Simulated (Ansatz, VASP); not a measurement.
# AlGaAs2 (CuAu-ordered zincblende type (invented)) in two plane-wave programs, part 2 of 3

Aim: how closely do two programs agree when they are given the same cell, functional and k mesh? The cell is generated by rule, not measured, and may not be a known phase. The cell is taken from a series of runs on this material, whose earlier steps may have relaxed, scaled, displaced or heated it; both programs get it as it stands.

VASP 6.6.1 and Ansatz 0.2.0.

So far: The structure; Ansatz: zone-centre phonons, PBEsol.

**3. VASP: zone-centre phonons, PBEsol**

Level of this step: PBEsol; plane waves and PAW (Al, Ga_d, As); invented cell (VASP).

The same cell, functional and mesh now go to VASP, with its own data sets.

Lines of VASP's logs that name or quote its potential files are left out, and so is its time.

INCAR reads:

```
SYSTEM = AlGaAs2
PREC = Accurate
ENCUT = 500
EDIFF = 1E-08
NELM = 120
ISMEAR = 0
SIGMA = 0.01
LREAL = .FALSE.
ALGO = Normal
GGA = PS
NBANDS = 19
LORBIT = 11
LWAVE = .FALSE.
LCHARG = .FALSE.
ISIF = 2
IBRION = 8
LEPSILON = .TRUE.
LASPH = .TRUE.
GGA_COMPAT = .FALSE.
EFERMI = MIDGAP
KPAR = 2
```

POSCAR reads:

```
AlGaAs2
1.0
    4.0097788811      0.0000000000      0.0000000000
    0.0000000000      4.0097788811      0.0000000000
    0.0000000000      0.0000000000      5.6622563322
Al Ga As
1 1 2
Direct
    0.0000000000      0.0000000000      0.0000000000
    0.5000000000      0.5000000000      0.5000000000
    0.0000000000      0.5000000000      0.2498308781
    0.5000000000      0.0000000000      0.7501691219
```

KPOINTS reads:

```
Automatic mesh
0
Gamma
8 8 6
0 0 0
```

The projector-augmented-wave data sets are Al, Ga_d and As (PBE family, release 64).

On the command line:

```
$ mpirun -np 2 vasp_std
```

Log:

```text
[banner, memory and clock lines left out]
running    2 mpi-ranks, on    1 nodes
 distrk:  each k-point on    1 cores,    2 groups
 distr:  one band on    1 cores,    1 groups

 POSCAR found type information on POSCAR AlGaAs
 POSCAR found :  3 types and       4 ions
|                                                                             |
|               ----> ADVICE to this user running VASP <----                  |
|                                                                             |
|     You enforced a specific xc type in the INCAR file but a different       |
|     [... a line on the potential file left out ...]
|     I HOPE YOU KNOW WHAT YOU ARE DOING!                                     |
|                                                                             |

 LDA part: xc-table for (Slater+PW92), standard interpolation
 POSCAR, INCAR and KPOINTS ok, starting setup
 FFT: planning ... GRIDC
 FFT: planning ... GRID_SOFT
 FFT: planning ... GRID
 WAVECAR not read
 entering main loop
       N       E                     dE             d eps       ncg     rms          rms(c)
DAV:   1     0.140464041335E+03    0.14046E+03   -0.11206E+04  2301   0.145E+03
DAV:   2    -0.481294028639E+01   -0.14528E+03   -0.13975E+03  2566   0.330E+02
DAV:   3    -0.191654833531E+02   -0.14353E+02   -0.14071E+02  2731   0.886E+01
DAV:   4    -0.195970061121E+02   -0.43152E+00   -0.43062E+00  2864   0.154E+01
DAV:   5    -0.196062404228E+02   -0.92343E-02   -0.92320E-02  2893   0.215E+00    0.438E+00
DAV:   6    -0.192175348923E+02    0.38871E+00   -0.62424E-01  3528   0.114E+01    0.258E+00
DAV:   7    -0.191413697314E+02    0.76165E-01   -0.27870E-01  2704   0.290E+00    0.736E-01
DAV:   8    -0.191383738802E+02    0.29959E-02   -0.22125E-02  2796   0.178E+00    0.197E-01
DAV:   9    -0.191386688971E+02   -0.29502E-03   -0.19677E-03  2866   0.497E-01    0.723E-02
DAV:  10    -0.191386992793E+02   -0.30382E-04   -0.15692E-04  3282   0.106E-01    0.355E-02
DAV:  11    -0.191387487344E+02   -0.49455E-04   -0.56246E-05  2556   0.613E-02    0.672E-03
DAV:  12    -0.191387493766E+02   -0.64224E-06   -0.30205E-06  3096   0.153E-02    0.391E-03
DAV:  13    -0.191387494997E+02   -0.12312E-06   -0.83727E-07  2600   0.603E-03    0.106E-03
DAV:  14    -0.191387495143E+02   -0.14607E-07   -0.33465E-08  2995   0.196E-03    0.617E-04
DAV:  15    -0.191387495470E+02   -0.32706E-07   -0.33843E-09  1523   0.731E-04    0.278E-04
DAV:  16    -0.191387495572E+02   -0.10179E-07   -0.10286E-09  1486   0.307E-04    0.995E-05
DAV:  17    -0.191387495612E+02   -0.39659E-08   -0.32325E-10  1405   0.231E-04
   1 F= -.19138750E+02 E0= -.19138750E+02  d E =0.000000E+00
 Linear response reoptimize wavefunctions to high precision
DAV:   1    -0.191387495616E+02   -0.41609E-09   -0.13481E-10  1431   0.157E-04
DAV:   2    -0.191387495616E+02   -0.37289E-10   -0.58876E-11  1351   0.724E-05
 Linear response G [H, r] |phi>, progress :
  Direction:   1
       N       E                     dE             d eps       ncg     rms
RMM:   1    -0.604023502868E+02   -0.60402E+02    0.53502E+02  2839   0.240E+02
RMM:   2    -0.661188628656E+02   -0.57165E+01   -0.10686E+02  4454   0.448E+01
RMM:   3    -0.681561624447E+02   -0.20373E+01   -0.95081E+00  4594   0.126E+01
RMM:   4    -0.682048492449E+02   -0.48687E-01   -0.15546E+00  4826   0.397E+00
RMM:   5    -0.681473280678E+02    0.57521E-01   -0.24832E-01  4910   0.110E+00
RMM:   6    -0.681510032102E+02   -0.36751E-02   -0.21415E-01  4974   0.374E-01
RMM:   7    -0.681317911914E+02    0.19212E-01   -0.14376E-02  5114   0.122E-01
RMM:   8    -0.681318968271E+02   -0.10564E-03   -0.14528E-02  5152   0.441E-02
RMM:   9    -0.681311117264E+02    0.78510E-03   -0.65024E-03  5155   0.168E-02
RMM:  10    -0.681310593378E+02    0.52389E-04   -0.58945E-03  5001   0.773E-03
RMM:  11    -0.681314271213E+02   -0.36778E-03   -0.98104E-03  4715   0.430E-03
RMM:  12    -0.681310271923E+02    0.39993E-03   -0.55302E-03  4346   0.299E-03
RMM:  13    -0.681309592079E+02    0.67984E-04   -0.49663E-03  3917   0.245E-03
RMM:  14    -0.681310769454E+02   -0.11774E-03   -0.61117E-03  3626   0.222E-03
RMM:  15    -0.681309660716E+02    0.11087E-03   -0.49586E-03  3443   0.209E-03
RMM:  16    -0.681311026130E+02   -0.13654E-03   -0.64693E-03  3370   0.202E-03
RMM:  17    -0.681308824625E+02    0.22015E-03   -0.41402E-03  3278   0.195E-03
RMM:  18    -0.681310763348E+02   -0.19387E-03   -0.61281E-03  3229   0.195E-03
 Linear response G [H, r] |phi>, progress :
  Direction:   2
       N       E                     dE             d eps       ncg     rms
RMM:   1    -0.654554861948E+02   -0.65455E+02    0.45023E+02  2953   0.232E+02
RMM:   2    -0.947168620220E+02   -0.29261E+02   -0.86488E+01  4531   0.406E+01
RMM:   3    -0.962990518804E+02   -0.15822E+01   -0.80253E+00  4564   0.113E+01
[...]
RMM:   3    -0.669904356698E-02    0.46116E-04   -0.89591E-05 10112   0.501E-02    0.306E-02
RMM:   4    -0.667967854754E-02    0.19365E-04   -0.26184E-05  9799   0.250E-02    0.684E-03
RMM:   5    -0.666900658135E-02    0.10672E-04   -0.15851E-06 10139   0.878E-03    0.170E-03
RMM:   6    -0.666401476709E-02    0.49918E-05   -0.81280E-08 10223   0.318E-03    0.766E-04
RMM:   7    -0.666276839836E-02    0.12464E-05    0.12479E-07 10301   0.128E-03    0.219E-04
[...]
RMM:  10    -0.165029552081E+00    0.23561E-06   -0.18642E-07 10411   0.640E-04    0.486E-06
RMM:  11    -0.165029511191E+00    0.40890E-07    0.31201E-07 10419   0.318E-04    0.345E-06
RMM:  12    -0.165029535818E+00   -0.24627E-07    0.47188E-08 10574   0.171E-04    0.290E-06
RMM:  13    -0.165029512385E+00    0.23433E-07   -0.17225E-09 10308   0.996E-05    0.963E-07
RMM:  14    -0.165029501454E+00    0.10931E-07    0.16085E-07 10119   0.616E-05    0.589E-07
RMM:  15    -0.165029503966E+00   -0.25111E-08    0.10971E-07  8910   0.430E-05    0.435E-07
RMM:  16    -0.165029500531E+00    0.34349E-08    0.11063E-07  8509   0.332E-05    0.111E-07
RMM:  17    -0.165029498613E+00    0.19181E-08    0.12360E-07  7343   0.281E-05    0.950E-08
 first order change of Fermi-energy  -0.98302E-05
 force on displaced ion       2 direction 1 :  -8.031   0.000   0.001
 Born effective charge ion    2 direction 1 :   2.221   0.000   0.000
 Linear response progress:
  Degree of freedom:   4/  7
       N       E                     dE             d eps       ncg     rms          rms(c)
RMM:   1    -0.170528355372E+00   -0.17053E+00    0.85995E-02  4828   0.819E+00
RMM:   2    -0.168846238925E+00    0.16821E-02   -0.33055E-02  6869   0.128E+00    0.536E-02
RMM:   3    -0.168560934288E+00    0.28530E-03   -0.48358E-03  7277   0.389E-01    0.335E-02
RMM:   4    -0.168374277477E+00    0.18666E-03   -0.19699E-03  7838   0.166E-01    0.131E-02
RMM:   5    -0.168306616400E+00    0.67661E-04   -0.11054E-04  7743   0.452E-02    0.425E-03
RMM:   6    -0.168301811653E+00    0.48047E-05   -0.17694E-05  7743   0.174E-02    0.187E-03
RMM:   7    -0.168308778377E+00   -0.69667E-05   -0.72920E-06  7664   0.794E-03    0.369E-04
RMM:   8    -0.168310155368E+00   -0.13770E-05   -0.94036E-07  7612   0.339E-03    0.154E-04
RMM:   9    -0.168311152636E+00   -0.99727E-06   -0.12439E-06  7632   0.162E-03    0.839E-05
RMM:  10    -0.168310537733E+00    0.61490E-06   -0.10745E-07  7548   0.799E-04    0.325E-05
RMM:  11    -0.168310594281E+00   -0.56548E-07   -0.12195E-07  7803   0.378E-04    0.154E-05
RMM:  12    -0.168310705441E+00   -0.11116E-06   -0.14131E-08  7661   0.201E-04    0.293E-06
RMM:  13    -0.168310721340E+00   -0.15899E-07   -0.70365E-08  8020   0.109E-04    0.209E-06
RMM:  14    -0.168310721738E+00   -0.39815E-09   -0.47816E-08  7839   0.663E-05    0.853E-07
 first order change of Fermi-energy   0.43980E+00
 force on displaced ion       2 direction 3 :   0.000   0.000 -11.431
 Born effective charge ion    2 direction 3 :   0.000   0.000   2.206
 Linear response progress:
  Degree of freedom:   5/  7
       N       E                     dE             d eps       ncg     rms          rms(c)
RMM:   1    -0.470196959259E-01   -0.47020E-01    0.70760E-02 11861   0.142E+00
RMM:   2    -0.457834435619E-01    0.12363E-02   -0.40639E-03  8732   0.344E-01    0.779E-02
RMM:   3    -0.458473017010E-01   -0.63858E-04   -0.41547E-04  9905   0.120E-01    0.418E-02
RMM:   4    -0.460632644195E-01   -0.21596E-03   -0.99211E-05  9944   0.568E-02    0.684E-03
RMM:   5    -0.460786202844E-01   -0.15356E-04   -0.79841E-06 10410   0.185E-02    0.237E-03
RMM:   6    -0.460668574372E-01    0.11763E-04   -0.11073E-06 10139   0.598E-03    0.114E-03
RMM:   7    -0.460655161555E-01    0.13413E-05   -0.33961E-07 10146   0.215E-03    0.217E-04
RMM:   8    -0.460647992205E-01    0.71694E-06   -0.12691E-07 10325   0.776E-04    0.670E-05
RMM:   9    -0.460643570725E-01    0.44215E-06   -0.75940E-08 10137   0.311E-04    0.107E-05
RMM:  10    -0.460642848433E-01    0.72229E-07   -0.73272E-08 10599   0.131E-04    0.328E-06
RMM:  11    -0.460642838139E-01    0.10294E-08   -0.66599E-08 10516   0.631E-05    0.115E-06
 first order change of Fermi-energy   0.16141E-04
 force on displaced ion       3 direction 1 :  -9.247   0.000   0.000
 Born effective charge ion    3 direction 1 :  -2.300   0.000   0.000
 Linear response progress:
  Degree of freedom:   6/  7
       N       E                     dE             d eps       ncg     rms          rms(c)
RMM:   1    -0.473436447835E-01   -0.47344E-01    0.85666E-02 11104   0.972E-01
RMM:   2    -0.465459868424E-01    0.79766E-03   -0.19869E-03  8981   0.255E-01    0.821E-02
RMM:   3    -0.466787681146E-01   -0.13278E-03   -0.24307E-04 10132   0.901E-02    0.458E-02
RMM:   4    -0.469604034090E-01   -0.28164E-03   -0.99940E-05  9873   0.482E-02    0.690E-03
RMM:   5    -0.469736267603E-01   -0.13223E-04   -0.76720E-06 10378   0.170E-02    0.248E-03
RMM:   6    -0.469632227778E-01    0.10404E-04   -0.63568E-07 10097   0.535E-03    0.130E-03
RMM:   7    -0.469592995229E-01    0.39233E-05   -0.54450E-08 10040   0.199E-03    0.175E-04
RMM:   8    -0.469612675238E-01   -0.19680E-05   -0.62041E-08 10203   0.807E-04    0.839E-05
RMM:   9    -0.469607213118E-01    0.54621E-06   -0.83356E-10 10082   0.330E-04    0.116E-05
RMM:  10    -0.469606528632E-01    0.68449E-07   -0.61337E-09 10587   0.139E-04    0.123E-05
RMM:  11    -0.469606577750E-01   -0.49117E-08   -0.23110E-09 10558   0.679E-05    0.494E-06
 first order change of Fermi-energy   0.11143E-03
 force on displaced ion       3 direction 2 :   0.000  -9.986   0.000
 Born effective charge ion    3 direction 2 :   0.000  -2.065  -0.000
 Linear response progress:
  Degree of freedom:   7/  7
       N       E                     dE             d eps       ncg     rms          rms(c)
RMM:   1    -0.531151128521E-01   -0.53115E-01    0.91608E-02  8267   0.128E+00
RMM:   2    -0.525017826087E-01    0.61333E-03   -0.31338E-03  6879   0.297E-01    0.788E-02
RMM:   3    -0.525807773927E-01   -0.78995E-04   -0.38869E-04  7801   0.113E-01    0.418E-02
RMM:   4    -0.527196213286E-01   -0.13884E-03   -0.89714E-05  7647   0.511E-02    0.116E-02
RMM:   5    -0.527658936842E-01   -0.46272E-04   -0.10247E-05  8069   0.201E-02    0.245E-03
RMM:   6    -0.527575495623E-01    0.83441E-05   -0.13707E-06  7482   0.620E-03    0.111E-03
RMM:   7    -0.527563786273E-01    0.11709E-05   -0.24389E-07  7510   0.259E-03    0.166E-04
RMM:   8    -0.527567309415E-01   -0.35231E-06   -0.17941E-08  7611   0.102E-03    0.899E-05
RMM:   9    -0.527563269699E-01    0.40397E-06   -0.54898E-09  7570   0.409E-04    0.293E-05
RMM:  10    -0.527563268982E-01    0.71708E-10   -0.82978E-09  7911   0.181E-04    0.142E-05
 first order change of Fermi-energy  -0.42045E-01
 force on displaced ion       3 direction 3 :   0.000   0.000 -10.836
 Born effective charge ion    3 direction 3 :   0.000   0.000  -2.172
 Born effective charges drift removed
 Linear response finished
```

(Continued in part 3 of 3.)

[Lines on the potential files, build, host, timing and source positions are cut from VASP's logs without a mark.]

[Logs are printed without paths, hosts, clocks, repeated set-up lines and the standing remarks that a program may print on its own settings, such as how far it seeks lower states.]

[Hosts, paths, dates, database ids (printed as entryN), source tags and the programs' standing remarks are cut or masked in the printed files.]
